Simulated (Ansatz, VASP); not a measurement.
# CdCuH4 in VASP and in Ansatz

```
CELL_PARAMETERS angstrom
3.19311 0.00000 0.00000
0.00000 3.19311 0.00000
0.00000 0.00000 6.02376
ATOMIC_POSITIONS crystal
Cd 0.50000 0.50000 0.50000
Cu 0.00000 0.00000 0.00000
H 0.00000 0.00000 0.72894
H 0.50000 0.00000 0.00000
H 0.00000 0.50000 0.00000
H 0.00000 0.00000 0.27106
```

Alike in both runs: task relaxation of cell and atoms; functional PBE; k mesh 6 × 6 × 4; occupations gaussian, width 0.1 eV; no spin polarisation.

```csv
,VASP,Ansatz
version,VASP 6.6.1,Ansatz 0.2.0
potentials or method,"VASP PAW PBE potentials, release 64 (Cd, Cu, H)","scalar-relativistic, plane waves, PAW"
plane-wave cutoff (eV),600,420
valence electrons in the cell,27,43
```

|  | VASP | Ansatz | Ansatz less VASP |
| --- | --- | --- | --- |
| gap on the k mesh at the Fermi level, each at its own relaxed structure (eV) | none | none | - |
| relaxed volume (Å³/atom) | 10.09 | 10.10 | +0.014 |
| relaxed cell length with the largest relative difference (Å) | 3.193 | 3.196 | +0.0028 |
| energy change over the relaxation (meV/atom) | -2 | -2 | -0.5 |

A gap of «none» marks a metal or a gap that the smearing closes. The two sets of potentials don't hold the same shells in valence.
